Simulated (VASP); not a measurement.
Output of a VASP run:

### OSZICAR
```
       N       E                     dE             d eps       ncg     rms          rms(c)
DAV:   1     0.114703654335E+03    0.11470E+03   -0.78750E+03  1222   0.133E+03
DAV:   2     0.532891660008E+01   -0.10937E+03   -0.10718E+03  1307   0.306E+02
DAV:   3    -0.189284782536E+01   -0.72218E+01   -0.71549E+01  1597   0.862E+01
DAV:   4    -0.208892545682E+01   -0.19608E+00   -0.19602E+00  1459   0.169E+01
DAV:   5    -0.209795942607E+01   -0.90340E-02   -0.90338E-02  1774   0.295E+00    0.342E+00
DAV:   6    -0.200137865812E+01    0.96581E-01   -0.18979E-01  1671   0.745E+00    0.197E+00
DAV:   7    -0.198857273205E+01    0.12806E-01   -0.65192E-02  1572   0.279E+00    0.599E-01
DAV:   8    -0.198913419396E+01   -0.56146E-03   -0.70556E-03  1497   0.109E+00    0.207E-01
DAV:   9    -0.198965312406E+01   -0.51893E-03   -0.77423E-04  1340   0.277E-01    0.718E-02
DAV:  10    -0.198971992256E+01   -0.66798E-04   -0.60219E-05  1490   0.587E-02    0.284E-02
DAV:  11    -0.198975880016E+01   -0.38878E-04   -0.71390E-05  1277   0.594E-02    0.166E-02
DAV:  12    -0.198975904333E+01   -0.24317E-06   -0.10102E-06  1435   0.777E-03    0.624E-03
DAV:  13    -0.198975990768E+01   -0.86435E-06   -0.18707E-06  1282   0.753E-03    0.304E-03
DAV:  14    -0.198975984382E+01    0.63854E-07   -0.77199E-08  1191   0.322E-03
   1 F= -.19897598E+01 E0= -.19898472E+01  d E =0.262100E-03
```

File OUTCAR:
```
------------------------ aborting loop because EDIFF is reached ----------------------------------------
  FORCE on cell =-STRESS in cart. coord.  units (eV):
  Direction    XX          YY          ZZ          XY          YZ          ZX
  --------------------------------------------------------------------------------------
  Total       -0.5083047     -0.5083047     -0.5083047      0.0000000      0.0000000      0.0000000
  in kB      -11.3080455    -11.3080455    -11.3080455      0.0000000      0.0000000      0.0000000
  external PRESSURE =     -11.3080455 kB  Pullay stress =       0.0000000 kB
  volume of cell :       72.02
      direct lattice vectors                 reciprocal lattice vectors
     0.000000000  3.302217904  3.302217904    -0.151413388  0.151413388  0.151413388
     3.302217904  0.000000000  3.302217904     0.151413388 -0.151413388  0.151413388
     3.302217904  3.302217904  0.000000000     0.151413388  0.151413388 -0.151413388
  FREE ENERGIE OF THE ION-ELECTRON SYSTEM (eV)
  ---------------------------------------------------
  free  energy   TOTEN  =        -1.9897598438 eV

  energy  without entropy=       -1.9900219436  energy(sigma->0) =       -1.98984721
```
(Selected blocks of OUTCAR.)

**POSCAR**
```
InSb
1
    0.0000000000     3.3022179037     3.3022179037
    3.3022179037     0.0000000000     3.3022179037
    3.3022179037     3.3022179037     0.0000000000
In Sb
1 1
Direct
  0.0000000000   0.0000000000   0.0000000000
  0.2500000000   0.2500000000   0.2500000000
```

### Question
Reconstruct the remaining input files.

### Answer
One answer among several that fit: the input of the run itself, vdW-DF-cx, plane waves, VASP's PBE PAW potentials (set 64).

**INCAR**
```
AGGAC = 0.0
ALGO = Normal
EDIFF = 1E-7
ENCUT = 520
GGA = CX
ISIF = 2
ISMEAR = 1
LASPH = T
LCHARG = F
LMAXMIX = 4
LREAL = F
LUSE_VDW = T
LWAVE = F
NELM = 100
PREC = Accurate
SIGMA = 0.1
SYSTEM = InSb
```

**KPOINTS**
```
K-points
0
G
  10 10 10
0 0 0
```

POTCAR, in this order: In_d Sb (PBE.64 set). Program: vasp_std.

The compound is InSb in the zinc blende structure. This cell is one point of a volume scan, at 1.03 of the reference volume.
